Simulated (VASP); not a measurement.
An input for Ansatz (written as the equivalent of a VASP run, and not itself run):

Ansatz 0.2 input:
```yaml
crystal:
  lattice:
    - [1.6828970, -2.9222570, 0.0000000]
    - [1.6828970, 2.9222570, 0.0000000]
    - [0.0000000, 0.0000000, 5.6381070]
  atoms:
    - { symbol: Tl, position: [0.3333330, 0.6666670, 0.2500000] }
    - { symbol: Tl, position: [0.6786100, 0.3452760, 0.7500000] }
kpoints:
  mp_grid: { grid: [11, 11, 6] }
hamiltonian:
  xc: pbe
  pseudopotentials: { kind: paw }
scf:
  occupations: { method: methfessel_paxton, width: 0.1 }
  max_iter: 100
output: { forces: true, stress: true, eigenvalues: true }
```

Problem. Write the VASP files for the same calculation (PBE).

Solution. Several could match; the one computed here: 
INCAR:
```
! general
SYSTEM =Tl
PREC   =Accurate
ENCUT  =800
LREAL  =.FALSE.   ! projection in real space or not
LASPH  =.TRUE.   ! aspherical one-centre terms

! electronic loop
EDIFF  =1E-6   ! SCF stop (eV)
NELM   =100   ! most electronic steps
ALGO   =Normal
LMAXMIX=4   ! l cut-off of mixed one-centre charges

! smearing
ISMEAR =1
SIGMA  =0.1

! functional
GGA    =PE   ! PBE

! ions
ISIF   =2

! output
LWAVE  =.FALSE.
LCHARG =.FALSE.
```

File KPOINTS:
```
kpoints
0
gamma
  11 11 6
```

**POSCAR**
```
Tl
3.3721990
  0.4990503229  -0.8665731174   0.0000000000
  0.4990503229   0.8665731174   0.0000000000
  0.0000000000   0.0000000000   1.6719378068
Tl
2
Cart
  0.4990503229   0.2888582835   0.4179844517
  0.5109706390  -0.2888582835   1.2539533551
```

POTCAR, in this order: Tl_d (PBE.64 set). Program: vasp_std.

The two are equivalent in intent, not identical: each code has its own PAW files, so the cut-off isn't converted (ENCUT is set for VASP's; basis.ecutwfc is left out, and Ansatz then takes the one that its files recommend); Ansatz stops its SCF on the density residual and VASP on the energy change (EDIFF).

The compound is Tl in the hcp structure. The cell was not relaxed at this level, atoms are displaced from their ideal sites. The run is one of a series of settings (ENCUT = 800 against the base run), some of them coarse on purpose.
